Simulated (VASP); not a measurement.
Given:

```xyz
4
Lattice="1.2034 -2.0843 0.0000 1.2034 2.0843 0.0000 0.0000 0.0000 6.5128" Properties=species:S:1:pos:R:3 pbc="T T T"
C      0.0000     0.0000     1.6282
C      0.0000     0.0000     4.8846
C      1.2034     0.6948     1.6282
C      1.2034    -0.6948     4.8846
```

Computed with r2SCAN+rVV10, VASP's PBE PAW potentials (set 64) (plane waves; VASP). Run with 520 eV cut-off, 10×10×4 Γ-centred mesh, Gaussian smearing of 0.050 eV, potentials C.

Question: The ions and cell shape at fixed volume are relaxed. What does this cell relax into?

Answer: 
```xyz
4
Lattice="1.2251 -2.1220 0.0000 1.2251 2.1220 0.0000 0.0000 0.0000 6.2836" Properties=species:S:1:pos:R:3 pbc="T T T"
C      0.0000     0.0000     1.5709
C      0.0000     0.0000     4.7127
C      1.2251     0.7073     1.5709
C      1.2251    -0.7073     4.7127
```
Space group P6_3/mmc (194), at a tolerance of 0.03 Å.

Question: How much energy does the relaxation gain?

Answer: The energy (σ→0) changes by -26.1 meV/atom, in 3 ionic steps.

The compound is C in the graphite structure. This cell is one point of a volume scan, at 0.94 of the reference volume. Symmetry was kept, so distortions that lower it aren't found.
